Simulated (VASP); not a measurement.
Consider the following.

```yaml
crystal:
  lattice:
    - [2.23717, -3.87488, 0.00000]
    - [2.23717, 3.87488, 0.00000]
    - [0.00000, 0.00000, 6.02760]
  atoms:
    - { symbol: Te, position: [0.00000, 0.26452, 0.66667] }
    - { symbol: Te, position: [0.73548, 0.73548, 0.00000] }
    - { symbol: Te, position: [0.26452, 0.00000, 0.33333] }
```

Method: TPSS meta-GGA, VASP's PBE PAW potentials (set 64) (plane waves; VASP). Numerical set-up: 520 eV cut-off, 7×7×4 Γ-centred mesh, tetrahedra with Blöchl corrections, potentials Te.

Unless said otherwise, spin-orbit coupling is left out, though it shifts the bands of the heavy elements here.

Predict the energy per atom (σ→0), band gap (over mesh and band path) with the smallest direct gap where there is one.

```yaml
band gap (over mesh and band path): 0.17 eV
smallest direct gap (over mesh and band path): 0.17 eV
energy per atom (σ→0): -11.088 eV/atom
```

Only differences to runs with the same potentials and settings are physical.

The compound is Te in the trig structure. It was relaxed first.
